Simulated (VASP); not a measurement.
Given:

```xyz
2
Lattice="4.1517 0.0000 0.0000 0.0000 4.1517 0.0000 0.0000 0.0000 4.1517" Properties=species:S:1:pos:R:3 pbc="T T T"
Cs     0.0000     0.0000     0.0000
Cl     2.0758     2.0758     2.0758
```

These are revTPSS meta-GGA, VASP's PBE PAW potentials (set 64) (plane waves; VASP) values and carry that method's errors. Settings: 520 eV cut-off, 7×7×7 Γ-centred mesh, Gaussian smearing of 0.050 eV, potentials Cs_sv Cl.

Unless said otherwise, spin-orbit coupling is left out, though it shifts the bands of the heavy elements here.

### Question
What does the run give for the energy per atom (σ→0), band gap (on the k-mesh) with the smallest direct gap where there is one?

### Answer

```yaml
band gap (on the k-mesh): 5.48 eV
smallest direct gap (on the k-mesh): 5.48 eV
energy per atom (σ→0): 6.942 eV/atom
```

The compound is CsCl in the CsCl type structure. It was relaxed first.
